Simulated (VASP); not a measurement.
Output of a VASP run:

OSZICAR:
```
       N       E                     dE             d eps       ncg     rms          rms(c)
DAV:   1     0.706156411081E+02    0.70616E+02   -0.66061E+03   860   0.148E+03
DAV:   2    -0.559170827673E+01   -0.76207E+02   -0.70990E+02   860   0.249E+02
DAV:   3    -0.889000058914E+01   -0.32983E+01   -0.30486E+01  1064   0.630E+01
DAV:   4    -0.894479989161E+01   -0.54799E-01   -0.54811E-01   940   0.691E+00
DAV:   5    -0.894554815273E+01   -0.74826E-03   -0.76021E-03  1072   0.838E-01    0.111E+01
DAV:   6    -0.979025615697E+01   -0.84471E+00   -0.22631E+01   944   0.175E+02    0.915E+00
DAV:   7    -0.760038623277E+01    0.21899E+01   -0.61577E+00   992   0.950E+01    0.210E+00
DAV:   8    -0.756700236988E+01    0.33384E-01   -0.58297E-01  1080   0.232E+01    0.129E+00
DAV:   9    -0.755260009069E+01    0.14402E-01   -0.73045E-02  1100   0.796E+00    0.120E-01
DAV:  10    -0.755285584518E+01   -0.25575E-03   -0.17404E-03  1124   0.740E-01    0.105E-01
DAV:  11    -0.755284850826E+01    0.73369E-05   -0.76417E-04  1160   0.106E+00    0.362E-02
DAV:  12    -0.755283772633E+01    0.10782E-04   -0.78420E-05  1108   0.230E-01    0.118E-02
DAV:  13    -0.755281371197E+01    0.24014E-04   -0.77786E-06  1204   0.761E-02    0.333E-03
DAV:  14    -0.755281334285E+01    0.36912E-06   -0.85013E-07   552   0.275E-02
   1 F= -.75528133E+01 E0= -.75528133E+01  d E =0.000000E+00
```

### OUTCAR
```
------------------------ aborting loop because EDIFF is reached ----------------------------------------
  FORCE on cell =-STRESS in cart. coord.  units (eV):
  Direction    XX          YY          ZZ          XY          YZ          ZX
  --------------------------------------------------------------------------------------
  Total        3.9498719      3.9498719      3.9498719      0.0000000      0.0000000      0.0000000
  in kB      236.7649978    236.7649978    236.7649978      0.0000000      0.0000000      0.0000000
  external PRESSURE =     236.7649978 kB  Pullay stress =       0.0000000 kB
  volume of cell :       26.73
      direct lattice vectors                 reciprocal lattice vectors
     2.989914000  0.000000000  0.000000000     0.334457780  0.000000000  0.000000000
     0.000000000  2.989914000  0.000000000     0.000000000  0.334457780  0.000000000
     0.000000000  0.000000000  2.989914000     0.000000000  0.000000000  0.334457780
 POSITION                                       TOTAL-FORCE (eV/Angst)
 -----------------------------------------------------------------------------------
      0.00000      0.00000      0.00000         0.000000      0.000000      0.000000
      1.49496      1.49496      1.49496         0.000000      0.000000      0.000000
 -----------------------------------------------------------------------------------
    total drift:                               -0.000000      0.000000     -0.000000
  FREE ENERGIE OF THE ION-ELECTRON SYSTEM (eV)
  ---------------------------------------------------
  free  energy   TOTEN  =        -7.5528133429 eV

  energy  without entropy=       -7.5528133429  energy(sigma->0) =       -7.55281334
```
(Selected blocks of OUTCAR.)

**POSCAR**
```
CuAs
1
    2.9899140000     0.0000000000     0.0000000000
    0.0000000000     2.9899140000     0.0000000000
    0.0000000000     0.0000000000     2.9899140000
Cu As
1 1
Direct
  0.0000000000   0.0000000000   0.0000000000
  0.5000000000   0.5000000000   0.5000000000
```

Q: Reconstruct the remaining input files.

A: This is not unique; one that fits is the input of the run itself, PBE GGA, plane waves, VASP's PBE PAW potentials (set 64).

### INCAR
```
GGA = PE   # PBE
PREC = Accurate
ISIF = 2
ALGO = Normal   # blocked Davidson
ISMEAR = -5   # tetrahedra, Bloechl
LASPH = .TRUE.   # aspherical one-centre terms
LMAXMIX = 4
EDIFF = 1E-6   # SCF stop (eV)
LREAL = .FALSE.   # projection in real space or not
NELM = 100
ENCUT = 400   # plane-wave cut-off (eV)
LWAVE = .FALSE.
LCHARG = .FALSE.
SYSTEM = CuAs
```

KPOINTS:
```
Regular mesh
0
gamma
 8 8 8
```

POTCAR, in this order: Cu As (PBE.64 set). Program: vasp_std.

For a metal the tetrahedron method with Blöchl corrections gives inexact stress and forces.

The structure was generated: CuAs was put into the CsCl type (Pm-3m), which need not be its known phase. The cell was not relaxed at this level. The run is one of a series of settings (ISMEAR = -5, SIGMA removed against the base run), some of them coarse on purpose.
